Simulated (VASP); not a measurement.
All values below come from PBEsol GGA, VASP's PBE PAW potentials (set 64) (plane waves; VASP).

Input for VASP

### KPOINTS
```
Automatic mesh
0
Gamma
8 8 5
0 0 0
```

**POSCAR**
```
SiC
1
    1.5273464715    -2.6454414483     0.0000000000
    1.5273464715     2.6454414483    -0.0000000000
    0.0000000000     0.0000000000     5.0136304954
Si C
2 2
Direct
  0.6666670000   0.3333330000   0.4996207156
  0.3333330000   0.6666670000   0.9996207156
  0.6666670000   0.3333330000   0.8753792844
  0.3333330000   0.6666670000   0.3753792844
```

INCAR:
```
! general
SYSTEM  = SiC
PREC    = Accurate
ENCUT   = 620   ! plane-wave cut-off (eV)
LREAL   = .False.
LASPH   = .True.   ! aspherical one-centre terms

! electronic loop
EDIFF   = 1E-6   ! SCF stop (eV)
NELM    = 100   ! most electronic steps
ALGO    = Normal   ! blocked Davidson

! smearing
ISMEAR  = 0   ! Gaussian
SIGMA   = 0.05   ! width (eV)

! functional
GGA     = PS   ! PBEsol

! ions
IBRION  = 2   ! conjugate gradients
NSW     = 40   ! most ionic steps
ISIF    = 3   ! ions, shape and volume
EDIFFG  = -0.02   ! ionic stop
PSTRESS = 50   ! kbar

! output
LWAVE   = .False.
LCHARG  = .False.
```

POTCAR, in this order: Si C (PBE.64 set). Program: vasp_std.

The resulting files:

OSZICAR:
```
       N       E                     dE             d eps       ncg     rms          rms(c)
DAV:   1     0.419256904913E+02    0.41926E+02   -0.83693E+03   720   0.139E+03
DAV:   2    -0.319311676926E+02   -0.73857E+02   -0.67281E+02  1060   0.203E+02
DAV:   3    -0.354985725838E+02   -0.35674E+01   -0.35455E+01   956   0.444E+01
DAV:   4    -0.355380401704E+02   -0.39468E-01   -0.39442E-01   892   0.554E+00
DAV:   5    -0.355386715934E+02   -0.63142E-03   -0.63132E-03   928   0.668E-01    0.127E+01
DAV:   6    -0.319813559454E+02    0.35573E+01   -0.10042E+01   876   0.202E+01    0.579E+00
DAV:   7    -0.318393021092E+02    0.14205E+00   -0.90764E-01   924   0.639E+00    0.243E+00
DAV:   8    -0.318116916898E+02    0.27610E-01   -0.51654E-02   852   0.165E+00    0.502E-01
DAV:   9    -0.318096951118E+02    0.19966E-02   -0.54879E-03   884   0.551E-01    0.128E-01
DAV:  10    -0.318097960295E+02   -0.10092E-03   -0.40020E-04   868   0.150E-01    0.496E-02
DAV:  11    -0.318097951375E+02    0.89205E-06   -0.39509E-05   900   0.514E-02    0.105E-02
DAV:  12    -0.318097954615E+02   -0.32400E-06   -0.19053E-06   688   0.107E-02
   1 F= -.30545416E+02 E0= -.30545416E+02  d E =-.305454E+02
```

### OUTCAR
```
------------------------ aborting loop because EDIFF is reached ----------------------------------------
  FORCE on cell =-STRESS in cart. coord.  units (eV):
  Direction    XX          YY          ZZ          XY          YZ          ZX
  --------------------------------------------------------------------------------------
  Total        1.2781559      1.2781557      1.2308838     -0.0000000      0.0000000      0.0000000
  in kB       50.5447873     50.5447780     48.6754073     -0.0000000      0.0000000      0.0000000
  external PRESSURE =      -0.0783425 kB  Pullay stress =      50.0000000 kB
  volume of cell :       40.52
      direct lattice vectors                 reciprocal lattice vectors
     1.527346472 -2.645441448  0.000000000     0.327365146 -0.189004372  0.000000000
     1.527346472  2.645441448  0.000000000     0.327365146  0.189004372  0.000000000
     0.000000000  0.000000000  5.013630495     0.000000000  0.000000000  0.199456262
  FREE ENERGIE OF THE ION-ELECTRON SYSTEM (eV)
  ---------------------------------------------------
  free  energy   TOTEN  =       -31.8097954615 eV

  energy  without entropy=      -31.8097954615  energy(sigma->0) =      -31.80979546
  enthalpy is  TOTEN    =       -30.5454159185 eV   P V=        1.2643795429

 reached required accuracy - stopping structural energy minimisation
```
(Selected blocks of OUTCAR.)

The compound is SiC in the wurtzite structure, the rare 2H polytype. It was relaxed first under an external pressure of 5 GPa.
